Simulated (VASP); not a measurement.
Data:

```
CELL_PARAMETERS angstrom
     -1.64192     1.64192     1.64192
      1.64192    -1.64192     1.64192
      1.64192     1.64192    -1.64192
ATOMIC_POSITIONS crystal
  Ta 0.00000 0.00000 0.00000
```

Calculation: PBEsol GGA, VASP's PBE PAW potentials (set 64) (plane waves; VASP). Run with 400 eV cut-off, Gaussian smearing of 0.050 eV, potentials Ta_pv.

Unless said otherwise, spin-orbit coupling is left out, though it shifts the bands of the heavy elements here.

**Question.** Estimate the band gap (along the path) with the smallest direct gap where there is one.

**Answer.** 
```json
{
 "band gap (along the path)": "none (metal, semimetal or under 0.01 eV)"
}
```

The absolute energy has meaning only against runs of the same code, potentials and settings.

The compound is Ta in the bcc structure. It was relaxed first.
